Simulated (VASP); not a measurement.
Input:

```
CELL_PARAMETERS angstrom
      3.85199     0.00000     0.00000
      0.00000     3.85199     0.00000
      0.00000     0.00000     3.85199
ATOMIC_POSITIONS crystal
  Ta 0.50000 0.50000 0.50000
  Ru 0.50000 0.00000 0.00000
  Ru 0.00000 0.50000 0.00000
  Ru 0.00000 0.00000 0.50000
```

Method: PBEsol GGA, VASP's PBE PAW potentials (set 64) (plane waves; VASP). Numerical set-up: 400 eV cut-off, 9×9×9 Γ-centred mesh, tetrahedra with Blöchl corrections, potentials Ta_pv Ru_pv.

The cores are frozen, which limits the accuracy of field gradients.

Q: Give the principal components of the electric field gradient (V/Å²) and the asymmetry η at each nucleus.

A: 
| atom | Vxx | Vyy | Vzz | η |
|---|---|---|---|---|
| Ta1 | 0.0 | 0.0 | 0.0 | - |
| Ru2 | 4.9 | 4.9 | -9.8 | 0.00 |
| Ru3 | 4.9 | 4.9 | -9.8 | 0.00 |
| Ru4 | 4.9 | 4.9 | -9.8 | 0.00 |

The structure comes from a computed database's TaRu3 entry (Pm-3m); how it stands against other phases isn't given here. It was relaxed first.
